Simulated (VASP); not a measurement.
Calculation: LDA (Ceperley-Alder, Perdew-Zunger), VASP's LDA PAW potentials (set 64) (plane waves; VASP).

A VASP calculation is set up with these files.

**KPOINTS**
```
Automatic mesh
0
Gamma
14 14 14
0 0 0
```

POSCAR:
```
Ca
1.0
  0.0000000000   2.2673416641   2.2673416641
  2.2673416641   0.0000000000   2.2673416641
  2.2673416641   2.2673416641   0.0000000000
Ca
1
direct
  0.0000000000   0.0000000000   0.0000000000
```

INCAR:
```
SYSTEM = Ca
PREC = Accurate
ENCUT = 500
EDIFF = 1E-6
NELM = 100
ALGO = Normal
LREAL = .FALSE.
LASPH = .TRUE.
ISMEAR = 1
SIGMA = 0.1
LWAVE = .FALSE.
LCHARG = .FALSE.
IBRION = 2
ISIF = 3
NSW = 40
EDIFFG = -0.02
PSTRESS = 200
```

POTCAR, in this order: Ca_sv (LDA.64 set). Program: vasp_std.

What VASP printed:

File OSZICAR:
```
       N       E                     dE             d eps       ncg     rms          rms(c)
DAV:   1     0.635946239616E+02    0.63595E+02   -0.55251E+03  1880   0.107E+03
DAV:   2    -0.353177973960E+00   -0.63948E+02   -0.63542E+02  1962   0.239E+02
DAV:   3    -0.155408966912E+01   -0.12009E+01   -0.11918E+01  2774   0.345E+01
DAV:   4    -0.158985872436E+01   -0.35769E-01   -0.35720E-01  2490   0.421E+00
DAV:   5    -0.159041512169E+01   -0.55640E-03   -0.55609E-03  2686   0.435E-01    0.178E+00
DAV:   6    -0.155428179541E+01    0.36133E-01   -0.17367E-02  2786   0.139E+00    0.991E-01
DAV:   7    -0.153935301130E+01    0.14929E-01   -0.21947E-02  2856   0.143E+00    0.112E-01
DAV:   8    -0.153930383935E+01    0.49172E-04   -0.63452E-04  2044   0.278E-01    0.399E-02
DAV:   9    -0.153931633817E+01   -0.12499E-04   -0.80283E-05  2958   0.714E-02    0.102E-02
DAV:  10    -0.153931565364E+01    0.68453E-06   -0.33323E-06  2009   0.220E-02
   1 F= 0.13707334E+01 E0= 0.13709531E+01  d E =0.137073E+01
```

File OUTCAR:
```
------------------------ aborting loop because EDIFF is reached ----------------------------------------
  FORCE on cell =-STRESS in cart. coord.  units (eV):
  Direction    XX          YY          ZZ          XY          YZ          ZX
  --------------------------------------------------------------------------------------
  Total        2.9108792      2.9108792      2.9108792     -0.0000000      0.0000000     -0.0000000
  in kB      200.0570543    200.0570543    200.0570543     -0.0000000      0.0000000     -0.0000000
  external PRESSURE =       0.0570543 kB  Pullay stress =     200.0000000 kB
  volume of cell :       23.31
      direct lattice vectors                 reciprocal lattice vectors
     0.000000000  2.267341664  2.267341664    -0.220522565  0.220522565  0.220522565
     2.267341664  0.000000000  2.267341664     0.220522565 -0.220522565  0.220522565
     2.267341664  2.267341664  0.000000000     0.220522565  0.220522565 -0.220522565
 POSITION                                       TOTAL-FORCE (eV/Angst)
 -----------------------------------------------------------------------------------
      0.00000      0.00000      0.00000         0.000000      0.000000      0.000000
 -----------------------------------------------------------------------------------
    total drift:                               -0.000000      0.000000      0.000000
  FREE ENERGIE OF THE ION-ELECTRON SYSTEM (eV)
  ---------------------------------------------------
  free  energy   TOTEN  =        -1.5393156536 eV

  energy  without entropy=       -1.5386566411  energy(sigma->0) =       -1.53909598
  enthalpy is  TOTEN    =         1.3707334328 eV   P V=        2.9100490864

 reached required accuracy - stopping structural energy minimisation
```
(Selected blocks of OUTCAR.)

The compound is Ca in the fcc structure. It was relaxed first under an external pressure of 20 GPa.
